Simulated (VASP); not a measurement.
Given:

```xyz
3
Lattice="0.0000 3.1252 3.1252 3.1252 0.0000 3.1252 3.1252 3.1252 0.0000" Properties=species:S:1:pos:R:3 pbc="T T T"
Mg     1.5626     1.5626     1.5626
Mg     4.6878     4.6878     4.6878
Si     3.1252     6.2503     3.1252
```

Method: LDA (Ceperley-Alder, Perdew-Zunger), VASP's LDA PAW potentials (set 64) (plane waves; VASP). Run with 400 eV cut-off, 14×14×14 Γ-centred mesh, Gaussian smearing of 0.010 eV, potentials Mg Si.

**Question.** What does the run give for the energy per atom (σ→0), band gap (on the k-mesh) with the smallest direct gap where there is one?

**Answer.** 
```yaml
band gap (on the k-mesh): 0.11 eV
smallest direct gap (on the k-mesh): 2.03 eV
energy per atom (σ→0): -3.378 eV/atom
```

Total energies compare only between runs with the same potentials, cut-off and functional.

The compound is Mg2Si in the antifluorite structure. It was relaxed first.
